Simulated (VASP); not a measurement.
A VASP calculation is set up with these files.

INCAR:
```
# general
SYSTEM  = CdTe
PREC    = Accurate
ENCUT   = 550   # plane-wave cut-off (eV)
LREAL   = .FALSE.
LASPH   = .TRUE.   # aspherical one-centre terms

# electronic loop
EDIFF   = 1E-6   # SCF stop (eV)
NELM    = 100   # most electronic steps
ALGO    = Normal
LMAXMIX = 4   # l cut-off of mixed one-centre charges

# smearing
ISMEAR  = 0   # Gaussian
SIGMA   = 0.05   # width (eV)

# functional
GGA     = PE   # PBE

# ions
ISIF    = 2   # forces and stress, cell fixed

# output
LWAVE   = .FALSE.
LCHARG  = .FALSE.
```

File POSCAR:
```
CdTe
1.0
  0.0000000000   3.3048000000   3.3048000000
  3.3048000000   0.0000000000   3.3048000000
  3.3048000000   3.3048000000   0.0000000000
Cd Te
1 1
direct
  0.0000000000   0.0000000000   0.0000000000
  0.2500000000   0.2500000000   0.2500000000
```

File KPOINTS:
```
kpoints
0
gamma
6 6 6
0 0 0
```

POTCAR, in this order: Cd Te (PBE.64 set). Program: vasp_std.

**Question.** Write an equivalent input for Ansatz.

**Answer.** One equivalent input (not run):
Ansatz 0.2 input:
```yaml
crystal:
  lattice:
    - [0.0000000, 3.3048000, 3.3048000]
    - [3.3048000, 0.0000000, 3.3048000]
    - [3.3048000, 3.3048000, 0.0000000]
  atoms:
    - { symbol: Cd, position: [0.0000000, 0.0000000, 0.0000000] }
    - { symbol: Te, position: [0.2500000, 0.2500000, 0.2500000] }
kpoints:
  mp_grid: { grid: [6, 6, 6] }
hamiltonian:
  xc: pbe
  pseudopotentials: { kind: paw }
scf:
  occupations: { method: gaussian, width: 0.05 }
  max_iter: 100
output: { forces: true, stress: true, eigenvalues: true }
```
What does not carry over: each code has its own PAW files, so the cut-off isn't converted (ENCUT is set for VASP's; basis.ecutwfc is left out, and Ansatz then takes the one that its files recommend); Ansatz stops its SCF on the density residual and VASP on the energy change (EDIFF).

The compound is CdTe in the zinc blende structure. The cell was not relaxed at this level. The run is one of a series of settings (ENCUT = 550 against the base run), some of them coarse on purpose.
